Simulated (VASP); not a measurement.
Data:

```yaml
crystal:
  lattice:
    - [0.00000, 2.94398, 2.94398]
    - [2.94398, 0.00000, 2.94398]
    - [2.94398, 2.94398, 0.00000]
  atoms:
    - { symbol: Hg, position: [0.00000, 0.00000, 0.00000] }
    - { symbol: S, position: [0.25000, 0.25000, 0.25000] }
```

Method: PBEsol GGA, VASP's PBE PAW potentials (set 64) (plane waves; VASP). Settings: 400 eV cut-off, Gaussian smearing of 0.050 eV, potentials Hg S.

Unless said otherwise, spin-orbit coupling is left out, though it shifts the bands of the heavy elements here.

**Question.** Estimate the band gap (along the path) with the smallest direct gap where there is one.

**Answer.** 
```
Quantity                                                      Value
-------------------------  ----------------------------------------
band gap (along the path)  none (metal, semimetal or under 0.01 eV)
```

The compound is HgS in the zinc blende structure, metacinnabar; cinnabar is the stable form. It was relaxed first.
